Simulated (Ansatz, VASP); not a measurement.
# Cross-check of Ni (Ni(110)) between VASP and Ansatz, part 2 of 2

One calculation is typed for both programs; each brings its own data sets. How far apart do they land? The cell is taken from a series of runs on this material, whose earlier steps may have relaxed, scaled, displaced or heated it; both programs get it as it stands.

VASP 6.6.1 and Ansatz 0.2.0.

So far: Set-up; Ansatz: single point, PBE.

## 3. VASP: single point, PBE

Level of this step: PBE, spin-polarised from a ferromagnetic start; plane waves and PAW (Ni) (VASP).

The same cell, functional, mesh and smearing now go to VASP, with its own data sets.

Lines of VASP's logs that name or quote its potential files are left out, and so is its time.

The input, INCAR:

```
SYSTEM = Ni
PREC = Accurate
ENCUT = 520
EDIFF = 1E-06
NELM = 200
ISMEAR = -1
SIGMA = 0.1
LREAL = .FALSE.
ALGO = Normal
GGA = PE
NBANDS = 43
ISPIN = 2
MAGMOM = 0.8 0.68 0.67 0.67 0.68 0.8
LASPH = .TRUE.
LMAXMIX = 4
LORBIT = 11
LWAVE = .FALSE.
LCHARG = .FALSE.
ISIF = 2
LDIPOL = .TRUE.
IDIPOL = 3
DIPOL = 0.5 0.5 0.5
LVHAR = .TRUE.
GGA_COMPAT = .FALSE.
NELMDL = -8
KPAR = 2
```

The input, POSCAR:

```
Ni
1.0
    3.5200000000      0.0000000000      0.0000000000
    0.0000000000      2.4890158698      0.0000000000
    0.0000000000      0.0000000000     24.2225396744
Ni
6
Direct
    0.5000000000      0.5000000000      0.3715547635
    0.0000000000      0.0000000000      0.4229328581
    0.5000000000      0.5000000000      0.4743109527
    0.0000000000      0.0000000000      0.5256890473
    0.5000000000      0.5000000000      0.5770671419
    0.0000000000      0.0000000000      0.6284452365
```

The input, KPOINTS:

```
Automatic mesh
0
Gamma
14 20 1
0 0 0
```

Potentials, in the order of the species: Ni (PBE family, release 64).

Launch:

```sh
$ mpirun -np 2 vasp_std
```

Numbers of over 12 decimals in the logs are rounded to 6 here.

Log:

```text
[banner, memory and clock lines left out]
running    2 mpi-ranks, on    1 nodes
 distrk:  each k-point on    1 cores,    2 groups
 distr:  one band on    1 cores,    1 groups

 POSCAR found type information on POSCAR Ni
 POSCAR found :  1 types and       6 ions
 LDA part: xc-table for (Slater+PW92), standard interpolation
 POSCAR, INCAR and KPOINTS ok, starting setup
 FFT: planning ... GRIDC
 FFT: planning ... GRID_SOFT
 FFT: planning ... GRID
 WAVECAR not read
 entering main loop
       N       E                     dE             d eps       ncg     rms          rms(c)
DAV:   1     0.416359997421E+03    0.41636E+03   -0.25939E+04 15136   0.143E+03
DAV:   2    -0.647900300594E+01   -0.42284E+03   -0.40117E+03 15211   0.315E+02
DAV:   3    -0.355204970314E+02   -0.29041E+02   -0.27528E+02 16378   0.118E+02
DAV:   4    -0.360192100509E+02   -0.49871E+00   -0.49762E+00 17202   0.173E+01
DAV:   5    -0.360316268316E+02   -0.12417E-01   -0.12416E-01 23100   0.164E+00
DAV:   6    -0.360317806113E+02   -0.15378E-03   -0.15378E-03 19494   0.175E-01
DAV:   7    -0.360317875567E+02   -0.69454E-05   -0.69455E-05 21696   0.306E-02
DAV:   8    -0.360317878197E+02   -0.26293E-06   -0.26291E-06 13293   0.485E-03    0.227E+01
DAV:   9    -0.402702268769E+02   -0.42384E+01   -0.68389E+01 17436   0.135E+02    0.393E+01
DAV:  10    -0.365388333468E+02    0.37314E+01   -0.60566E+01 17337   0.130E+02    0.253E+01
DAV:  11    -0.310849931437E+02    0.54538E+01   -0.13298E+01 17562   0.732E+01    0.168E+01
DAV:  12    -0.329733053174E+02   -0.18883E+01   -0.14726E+01 18094   0.773E+01    0.238E+01
DAV:  13    -0.312931185126E+02    0.16802E+01   -0.12331E+01 17523   0.546E+01    0.185E+01
DAV:  14    -0.303050646399E+02    0.98805E+00   -0.40711E+00 19506   0.271E+01    0.448E+00
[...]
DAV:  33    -0.304541465017E+02   -0.31491E-04   -0.37778E-06 11993   0.127E-02    0.516E-03
DAV:  34    -0.304541747070E+02   -0.28205E-04   -0.83852E-07 11273   0.554E-03    0.536E-03
DAV:  35    -0.304541863367E+02   -0.11630E-04   -0.45807E-07 10442   0.611E-03    0.226E-03
DAV:  36    -0.304542098803E+02   -0.23544E-04   -0.27944E-07 10656   0.318E-03    0.145E-03
DAV:  37    -0.304542207658E+02   -0.10885E-04   -0.14026E-07 10403   0.255E-03    0.634E-04
DAV:  38    -0.304542276456E+02   -0.68798E-05   -0.72856E-08 10210   0.144E-03    0.370E-04
DAV:  39    -0.304542291267E+02   -0.14812E-05   -0.24849E-08  9977   0.680E-04    0.316E-04
DAV:  40    -0.304542291126E+02    0.14089E-07   -0.46907E-09  9922   0.471E-04
   1 F= -.30454229E+02 E0= -.30269189E+02  d E =-.370080E+00  mag=     4.0173
```

From OUTCAR (step 3):

```text
ion  position               nearest neighbor table
   1  0.500  0.500  0.372-   3 2.49   2 2.49   2 2.49   2 2.49   2 2.49
   2  0.000  0.000  0.423-   4 2.49   1 2.49   1 2.49   1 2.49   1 2.49   3 2.49   3 2.49   3 2.49
                             3 2.49
   3  0.500  0.500  0.474-   1 2.49   5 2.49   4 2.49   4 2.49   4 2.49   4 2.49   2 2.49   2 2.49
                             2 2.49   2 2.49
   4  0.000  0.000  0.526-   2 2.49   6 2.49   3 2.49   3 2.49   3 2.49   3 2.49   5 2.49   5 2.49
                             5 2.49   5 2.49
   5  0.500  0.500  0.577-   3 2.49   6 2.49   6 2.49   6 2.49   6 2.49   4 2.49   4 2.49   4 2.49
                             4 2.49
   6  0.000  0.000  0.628-   4 2.49   5 2.49   5 2.49   5 2.49   5 2.49

  LATTYP: Found a simple orthorhombic cell.
 ALAT       =     2.4890158698
 B/A-ratio  =     1.4142135624
 C/A-ratio  =     9.7317738984

 Subroutine GETGRP returns: Found  8 space group operations
 (whereof  4 operations were pure point group operations)

The static configuration has the point symmetry C_2v.
 The point group associated with its full space group is D_2h.

 Found     88 irreducible k-points:

   k-points           NKPTS =     88   k-points in BZ     NKDIM =     88   number of bands    NBANDS=     43

   dimension x,y,z NGX =    28 NGY =   20 NGZ =  180
   dimension x,y,z NGXF=    56 NGYF=   40 NGZF=  360

   ENCUT  =  520.0 eV  38.22 Ry    6.18 a.u.   6.54  4.63 45.04*2*pi/ulx,y,z

   NELECT =      60.0000    total number of electrons

 k-points in reciprocal lattice and weights: Automatic mesh
   0.00000000  0.00000000  0.00000000       0.004
   0.07142857  0.00000000  0.00000000       0.007
   0.14285714  0.00000000  0.00000000       0.007
   0.21428571  0.00000000  0.00000000       0.007
   0.28571429  0.00000000  0.00000000       0.007
   0.35714286  0.00000000  0.00000000       0.007
   0.42857143  0.00000000  0.00000000       0.007
   0.50000000  0.00000000  0.00000000       0.004
   0.00000000  0.05000000  0.00000000       0.007
[...]
0.42857143  0.50000000  0.00000000       0.007
   0.50000000  0.50000000  0.00000000       0.004

 dipolmoment           0.000000      0.000000      0.000000 electrons x Angstroem

 average (electrostatic) potential at core
       1 -91.1715       2 -91.4895       3 -91.5205       4 -91.5205       5 -91.4895
       6 -91.1715

 E-fermi :  -0.1516

 spin component 1
 k-point     1 :       0.0000    0.0000    0.0000
  band No.  band energies     occupation
    ...
     29      -0.9979      0.99979
     30      -0.8918      0.99939
     31      -0.8172      0.99872
     32      -0.7619      0.99777
     33      -0.6432      0.99272
     34       0.0717      0.09681
     35       2.0334      0.00000
     36       3.3545      0.00000
     37       3.8539      0.00000
     38       4.2840      0.00000
    ...

 k-point     2 :       0.0714    0.0000    0.0000
  band No.  band energies     occupation
    ...
     29      -0.9881      0.99977
     30      -0.9160      0.99952
     31      -0.8308      0.99888
     32      -0.7424      0.99729
     33      -0.6556      0.99356
     34       0.0858      0.08516
     35       2.0595      0.00000
     36       2.9549      0.00000
     37       3.9038      0.00000
     38       4.3418      0.00000
    ...

 k-point     3 :       0.1429    0.0000    0.0000
  band No.  band energies     occupation
    ...
     29      -0.9504      0.99966
     30      -0.9451      0.99964
     31      -0.8458      0.99903
     32      -0.7137      0.99639
     33      -0.6856      0.99523
     34       0.1330      0.05487
     35       2.0530      0.00000
     36       2.1292      0.00000
     37       4.0227      0.00000
     38       4.0443      0.00000
    ...

 k-point     4 :       0.2143    0.0000    0.0000
  band No.  band energies     occupation
    ...
     29      -0.9390      0.99962
     30      -0.8849      0.99935
     31      -0.8498      0.99907
     32      -0.7140      0.99640
     33      -0.6968      0.99573
     34       0.2254      0.02253
     35       1.0372      0.00001
     36       2.1746      0.00000
     37       2.9183      0.00000
     38       3.9985      0.00000
    ...

 k-point     5 :       0.2857    0.0000    0.0000
  band No.  band energies     occupation
    ...
     29      -0.9282      0.99958
     30      -0.8451      0.99903
     31      -0.8418      0.99899
     32      -0.7198      0.99660
     33      -0.6991      0.99583
     34       0.1114      0.06721
     35       0.3845      0.00467
     36       1.5854      0.00000
     37       2.4869      0.00000
     38       3.2490      0.00000
    ...

 k-point     6 :       0.3571    0.0000    0.0000
  band No.  band energies     occupation
    ...
     30      -0.8315      0.99889
     31      -0.8175      0.99872
     32      -0.7219      0.99668
     33      -0.7081      0.99618
     34      -0.5751      0.98571
     35       0.5544      0.00086
     36       0.6507      0.00033
     37       2.3016      0.00000
     38       2.4406      0.00000
     39       5.4975      0.00000
    ...

  Total       -3.0429166     -2.6762231     -1.9561972      0.0000000      0.0000000      0.0000000
  in kB      -22.9726253    -20.2042573    -14.7683922      0.0000000      0.0000000      0.0000000
  external PRESSURE =     -19.3150916 kB  Pullay stress =       0.0000000 kB

  energy-cutoff  :      520.00
  volume of cell :      212.22
      direct lattice vectors                 reciprocal lattice vectors
     3.520000000  0.000000000  0.000000000     0.284090909  0.000000000  0.000000000
     0.000000000  2.489015870  0.000000000     0.000000000  0.401765217  0.000000000
     0.000000000  0.000000000 24.222539674     0.000000000  0.000000000  0.041283863

 POSITION                                       TOTAL-FORCE (eV/Angst)
 -----------------------------------------------------------------------------------
      1.76000      1.24451      9.00000         0.000000      0.000000      0.613847
      0.00000      0.00000     10.24451         0.000000      0.000000     -0.414261
      1.76000      1.24451     11.48902         0.000000      0.000000     -0.256411
      0.00000      0.00000     12.73352         0.000000      0.000000      0.256411
      1.76000      1.24451     13.97803         0.000000      0.000000      0.414261
      0.00000      0.00000     15.22254         0.000000      0.000000     -0.613847
 -----------------------------------------------------------------------------------
    total drift:                                0.000000      0.000000      0.000000

  FREE ENERGIE OF THE ION-ELECTRON SYSTEM (eV)
  ---------------------------------------------------
  free  energy   TOTEN  =       -30.4542291126 eV

  energy  without entropy=      -30.0841491185  energy(sigma->0) =      -30.26918912

 vacuum level on the upper side and lower side of the slab         4.306         4.306

 total charge
# of ion       s       p       d       tot
------------------------------------------
    1        0.461   0.291   8.322   9.074
    2        0.490   0.465   8.300   9.255
    3        0.495   0.490   8.318   9.303
    4        0.495   0.490   8.318   9.303
    5        0.490   0.465   8.300   9.255
    6        0.461   0.291   8.322   9.074
--------------------------------------------------
tot          2.892   2.493  49.880  55.264

 magnetization (x)
# of ion       s       p       d       tot
------------------------------------------
    1       -0.001  -0.016   0.787   0.770
    2       -0.007  -0.025   0.676   0.643
    3       -0.007  -0.024   0.665   0.634
    4       -0.007  -0.024   0.665   0.634
    5       -0.007  -0.025   0.676   0.643
    6       -0.001  -0.016   0.787   0.770
--------------------------------------------------
tot         -0.029  -0.132   4.256   4.095

[... 6 further parts left out ...]
```

## 4. Comparison

Known differences besides the potentials themselves: VASP starts from the moments at which Ansatz ended; the data sets hold 108 valence electrons in Ansatz (on its default PAW (the set named soft_2) files) and 60 in VASP; the cutoff is 420 eV in Ansatz and 520 eV in VASP; site moments are counted in spheres of each program's own size. Total energies have different zeros and are not compared.

Compared:

```
                                   quantity  Ansatz  VASP  difference
                          total moment (μB)    4.09  4.02       +0.07
                         moment on Ni1 (μB)    0.80  0.77       +0.03
                         moment on Ni6 (μB)    0.80  0.77       +0.03
                         moment on Ni5 (μB)    0.68  0.64       +0.04
                         moment on Ni2 (μB)    0.68  0.64       +0.04
                         moment on Ni4 (μB)    0.67  0.63       +0.04
                         moment on Ni3 (μB)    0.67  0.63       +0.04
 work function, lower of the two faces (eV)    4.47  4.46       +0.01
work function, higher of the two faces (eV)    4.47  4.46       +0.01
```

Forces (eV/Å; atoms numbered as in POSCAR):

```
atom        Ansatz x, y, z          VASP x, y, z
 Ni1   0.000, 0.000, 0.624   0.000, 0.000, 0.614
 Ni2  0.000, 0.000, -0.426  0.000, 0.000, -0.414
 Ni3  0.000, 0.000, -0.253  0.000, 0.000, -0.256
 Ni4   0.000, 0.000, 0.253   0.000, 0.000, 0.256
 Ni5   0.000, 0.000, 0.426   0.000, 0.000, 0.414
 Ni6  0.000, 0.000, -0.624  0.000, 0.000, -0.614
```

The forces differ by 5.2 meV/Å r.m.s., which is 2.0 % of the r.m.s. force of 0.261 eV/Å (both taken over all components). Where the cell holds vacuum, a pressure given here is an average over it and none of the material.

## 5. Results

| Quantity | Value |
| --- | --- |
| r.m.s. force difference (single point, PBE) | 2.0 % of the r.m.s. force |

**Reading.** The r.m.s. force difference is 2.0 % of the r.m.s. force (single point, PBE), within the 3 % picked in this series as the mark of a large difference. The data sets hold unlike numbers of valence electrons (108 in Ansatz and 60 in VASP), so part of the differences may come from the potentials. Such differences can come from data sets, numerical settings and the points named under the comparisons, not from the functional's error against experiment.

[Lines on the potential files, build, host, timing and source positions are cut from VASP's logs without a mark.]

[Logs are printed without paths, hosts, clocks, repeated set-up lines and the standing remarks that a program may print on its own settings, such as how far it seeks lower states.]

[Hosts, paths, dates, database ids (printed as entryN), source tags and the programs' standing remarks are cut or masked in the printed files.]
